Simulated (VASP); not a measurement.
Here is the system:

```
Hg3Li
1.0
    0.00000     3.45292     3.45292
    3.45292     0.00000     3.45292
    3.45292     3.45292     0.00000
Li Hg
1 3
Cartesian
  0.00000   0.00000   0.00000
  1.72646   1.72646   1.72646
  5.17939   5.17939   5.17939
  3.45292   3.45292   3.45292
```

Level of theory: PBEsol GGA, VASP's PBE PAW potentials (set 64) (plane waves; VASP). Run with 520 eV cut-off, Gaussian smearing of 0.050 eV, potentials Li_sv Hg.

Problem. Give the energies of bands 10 to 22 at the high-symmetry points, in eV from the Fermi level.

Solution. 
```tsv
band	Γ	X	U	L	W
10	-7.60	-7.08	-6.90	-7.18	-6.97
11	-6.44	-7.03	-6.86	-7.01	-6.97
12	-6.44	-6.71	-6.82	-7.01	-6.86
13	-6.35	-6.59	-6.55	-6.50	-6.67
14	-6.35	-6.37	-6.52	-6.50	-6.34
15	-6.32	-6.07	-6.14	-6.18	-6.34
16	-6.32	-6.07	-6.08	-6.18	-5.97
17	-6.32	-4.98	-4.76	-5.72	-4.40
18	-0.21	-4.55	-4.57	-5.30	-4.21
19	1.92	-1.54	-3.59	0.25	-4.21
20	2.92	-1.50	-0.77	1.71	-1.92
21	2.92	-1.50	0.52	1.71	3.21
22	2.92	2.35	3.76	2.81	3.21
```

It has no gap at this level: it comes out as a metal or semimetal.

The structure comes from a computed database's LiHg3 entry (Fm-3m); how it stands against other phases isn't given here. It was relaxed first, which changed the volume by -6 %. The electron count is odd and the run is not spin-polarised, which forces a metal.
